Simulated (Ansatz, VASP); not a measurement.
# ScIr2 in two plane-wave programs, part 2 of 2

One calculation is typed for both programs; each brings its own data sets and cutoff. How far apart do they land?

VASP 6.6.1 and Ansatz 0.2.0.

So far: Starting point; Ansatz: relaxation of cell and atoms, PBEsol; VASP: relaxation of cell and atoms, PBEsol.

### 3. VASP: relaxation of cell and atoms, PBEsol (continued)

Level of this step: PBEsol; plane waves and PAW (Ir, Sc_sv) (VASP).

Numbers of over 12 decimals in the logs are rounded to 6 here.

Parts of OUTCAR (step 3):

```text
ion  position               nearest neighbor table
   1  0.125  0.625  0.125-   4 2.60   2 2.60   2 2.60   3 2.60   4 2.60   3 2.60   6 3.05   5 3.05
                             5 3.05   6 3.05   5 3.05   6 3.05
   2  0.125  0.125  0.625-   4 2.60   1 2.60   3 2.60   4 2.60   1 2.60   3 2.60   5 3.05   5 3.05
                             6 3.05   6 3.05   5 3.05   6 3.05
   3  0.625  0.125  0.125-   4 2.60   2 2.60   1 2.60   1 2.60   2 2.60   4 2.60   6 3.05   5 3.05
                             6 3.05   5 3.05   6 3.05   5 3.05
   4  0.125  0.125  0.125-   1 2.60   2 2.60   3 2.60   2 2.60   1 2.60   3 2.60   5 3.05   6 3.05
                             5 3.05   6 3.05   5 3.05   6 3.05
   5  0.750  0.750  0.750-   1 3.05   2 3.05   3 3.05   1 3.05   3 3.05   4 3.05   2 3.05   3 3.05
                             4 3.05   1 3.05   2 3.05   4 3.05   6 3.18   6 3.18   6 3.18   6 3.18
   6  0.500  0.500  0.500-   1 3.05   2 3.05   4 3.05   2 3.05   3 3.05   4 3.05   1 3.05   3 3.05
                             4 3.05   1 3.05   2 3.05   3 3.05   5 3.18   5 3.18   5 3.18   5 3.18

  LATTYP: Found a face centered cubic cell.
 ALAT       =     7.3480000000

 Subroutine GETGRP returns: Found 48 space group operations
 (whereof 24 operations were pure point group operations)

The static configuration has the point symmetry T_d .
 The point group associated with its full space group is O_h .

 Found     10 irreducible k-points:

   k-points           NKPTS =     10   k-points in BZ     NKDIM =     10   number of bands    NBANDS=     35

   dimension x,y,z NGX =    32 NGY =   32 NGZ =   32
   dimension x,y,z NGXF=    64 NGYF=   64 NGZF=   64

   ENCUT  =  350.0 eV  25.72 Ry    5.07 a.u.   7.93  7.93  7.93*2*pi/ulx,y,z

   NELECT =      58.0000    total number of electrons

 k-points in reciprocal lattice and weights: Automatic mesh
   0.00000000  0.00000000  0.00000000       0.008
   0.20000000  0.00000000  0.00000000       0.064
   0.40000000  0.00000000  0.00000000       0.064
   0.20000000  0.20000000  0.00000000       0.048
   0.40000000  0.20000000  0.00000000       0.192
  -0.40000000  0.20000000  0.00000000       0.192
  -0.20000000  0.20000000  0.00000000       0.096
   0.40000000  0.40000000  0.00000000       0.048
  -0.40000000  0.40000000  0.00000000       0.096
  -0.40000000  0.40000000  0.20000000       0.192

 average (electrostatic) potential at core
       1 -50.5574       2 -50.5574       3 -50.5574       4 -50.5574       5 -43.3439
       6 -43.3439

 E-fermi :   7.6153

 k-point     1 :       0.0000    0.0000    0.0000
  band No.  band energies     occupation
    ...
     27       7.0580      2.00000
     28       7.0580      2.00000
     29       7.3130      1.99998
     30       7.3130      1.99998
     31       7.3130      1.99998
     32       8.8958      0.00000
     33       9.6790      0.00000
     34       9.6790      0.00000
     35       9.6790      0.00000

 k-point     2 :       0.2000    0.0000    0.0000
  band No.  band energies     occupation
    ...
     25       6.9453      2.00000
     26       6.9453      2.00000
     27       6.9813      2.00000
     28       7.4265      1.99243
     29       7.4265      1.99243
     30       7.9778      0.00000
     31       7.9779      0.00000
     32       8.0110      0.00000
     33       9.3598      0.00000
     34       9.3598      0.00000
    ...

 k-point     3 :       0.4000    0.0000    0.0000
  band No.  band energies     occupation
    ...
     25       6.8453      2.00000
     26       6.8453      2.00000
     27       6.9091      2.00000
     28       7.3511      1.99981
     29       7.3511      1.99981
     30       8.4523      0.00000
     31       8.5243      0.00000
     32       8.5243      0.00000
     33       8.6602      0.00000
     34       8.6602      0.00000
    ...

  Total       -0.0066154     -0.0066154     -0.0066154      0.0000000     -0.0000000      0.0000000
  in kB       -0.1077476     -0.1077476     -0.1077476      0.0000000     -0.0000000      0.0000000
  external PRESSURE =      -0.1077476 kB  Pullay stress =       0.0000000 kB

  energy-cutoff  :      350.00
  volume of cell :       98.37
      direct lattice vectors                 reciprocal lattice vectors
    -0.000000000  3.663901733  3.663901733    -0.136466542  0.136466542  0.136466542
     3.663901733  0.000000000  3.663901733     0.136466542 -0.136466542  0.136466542
     3.663901733  3.663901733  0.000000000     0.136466542  0.136466542 -0.136466542

 POSITION                                       TOTAL-FORCE (eV/Angst)
 -----------------------------------------------------------------------------------
      2.74793      0.91598      2.74793         0.000000      0.000000     -0.000000
      2.74793      2.74793      0.91598         0.000000      0.000000     -0.000000
      0.91598      2.74793      2.74793         0.000000      0.000000     -0.000000
      0.91598      0.91598      0.91598         0.000000      0.000000     -0.000000
      5.49585      5.49585      5.49585        -0.000000     -0.000000     -0.000000
      3.66390      3.66390      3.66390         0.000000      0.000000      0.000000
 -----------------------------------------------------------------------------------
    total drift:                               -0.000000     -0.000000      0.000000

  FREE ENERGIE OF THE ION-ELECTRON SYSTEM (eV)
  ---------------------------------------------------
  free  energy   TOTEN  =       -56.8808767750 eV

  energy  without entropy=      -56.8629074438  energy(sigma->0) =      -56.87189211

 reached required accuracy - stopping structural energy minimisation

 total charge
# of ion       s       p       d       tot
------------------------------------------
    1        0.749   0.694   7.055   8.499
    2        0.749   0.694   7.055   8.499
    3        0.749   0.694   7.055   8.499
    4        0.749   0.694   7.055   8.499
    5        2.202   6.157   1.014   9.373
    6        2.202   6.157   1.014   9.373
--------------------------------------------------
tot          7.400  15.090  30.250  52.741

[... 3 further parts left out ...]
```

The k-mesh is coarse for a metal.

### 4. Differences

Known differences besides the potentials themselves: both relaxations stop at a tolerance, which leaves soft axes loose, and VASP keeps its plane-wave basis; the data sets hold 90 valence electrons in Ansatz (default PAW (the set named soft_2) files) and 58 in VASP; the cutoff is 420 eV in Ansatz and 350 eV in VASP; Ansatz makes its cores anew for this functional, VASP keeps those of its PBE data sets; VASP leaves aspherical gradient terms in its spheres out (LASPH is not set), Ansatz keeps them; Ansatz adds a Pulay correction to the stress that steers its cell, VASP none. Total energies have different zeros and are not compared.

The two programs side by side:

```
                                         quantity  Ansatz   VASP  difference
                                      volume (Å³)   98.25  98.37     -0.13 %
edge a after relaxation, in the typed setting (Å)   5.179  5.181     -0.04 %
```

The walks stopped with 0.01 GPa left in Ansatz and -0.01 GPa in VASP; each walk ends within a tolerance, so the volume difference is uncertain by about these residues over the bulk modulus, most in soft cells.

### 5. What came out

| Quantity | Value |
| --- | --- |
| difference in volume (relaxation of cell and atoms, PBEsol) | -0.13 % |

The difference in volume is -0.13 % (relaxation of cell and atoms, PBEsol), within the 1.2 % picked in this series as the mark of a large difference, as far as the stopping tolerances let one tell. How closely two codes agree says nothing of how well the functional describes the real material.

[Lines on the potential files, build, host, timing and source positions are cut from VASP's logs without a mark.]

[Logs are printed without paths, hosts, clocks, repeated set-up lines and the standing remarks that a program may print on its own settings, such as how far it seeks lower states.]

[Hosts, paths, dates, database ids (printed as entryN), source tags and the programs' standing remarks are cut or masked in the printed files.]
